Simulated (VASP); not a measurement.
Here is the system:

```xyz
6
Lattice="4.7919 0.0000 0.0000 0.0000 4.7919 0.0000 0.0000 0.0000 3.2396" Properties=species:S:1:pos:R:3 pbc="T T T"
Sn     0.0000     0.0000     0.0000
Sn     2.3959     2.3959     1.6198
O      1.4669     1.4669     0.0000
O      3.8629     0.9290     1.6198
O      0.9290     3.8629     1.6198
O      3.3249     3.3249     0.0000
```

These are rev-vdW-DF2, VASP's PBE PAW potentials (set 64) (plane waves; VASP 6.6.1) values and carry that method's errors. Run with 520 eV cut-off, Gaussian smearing of 0.050 eV, potentials Sn_d O.

Unless said otherwise, spin-orbit coupling is left out, though it shifts the bands of the heavy elements here.

Question: Give the energies of bands 15 to 28 at the high-symmetry points, in eV from the valence-band maximum.

Answer: 
| band | Γ | X | M | Z | R | A |
|---|---|---|---|---|---|---|
| 15 | -8.01 | -6.44 | -5.50 | -7.09 | -6.82 | -7.82 |
| 16 | -3.92 | -6.44 | -5.50 | -7.09 | -6.82 | -7.82 |
| 17 | -3.92 | -3.03 | -3.77 | -4.09 | -5.39 | -4.85 |
| 18 | -3.85 | -3.03 | -3.77 | -4.09 | -5.39 | -4.85 |
| 19 | -2.99 | -2.90 | -2.94 | -3.68 | -4.06 | -2.52 |
| 20 | -1.97 | -2.90 | -2.94 | -3.68 | -4.06 | -2.52 |
| 21 | -1.92 | -1.92 | -1.92 | -2.59 | -1.69 | -2.37 |
| 22 | -1.26 | -1.92 | -1.92 | -2.59 | -1.69 | -2.37 |
| 23 | -1.26 | -1.21 | -1.33 | -1.58 | -1.04 | -0.92 |
| 24 | -0.74 | -1.21 | -1.33 | -1.58 | -1.04 | -0.92 |
| 25 | -0.74 | -0.60 | -0.86 | -1.20 | -0.72 | -0.79 |
| 26 | 0.00 | -0.60 | -0.86 | -1.20 | -0.72 | -0.79 |
| 27 | 0.77 | 3.98 | 4.36 | 5.68 | 5.94 | 4.43 |
| 28 | 5.70 | 3.98 | 4.36 | 5.68 | 5.94 | 4.43 |

The gap is direct, 0.77 eV, from the valence maximum at Γ to the conduction minimum at Γ.

The compound is SnO2 in the rutile structure. It was relaxed first.
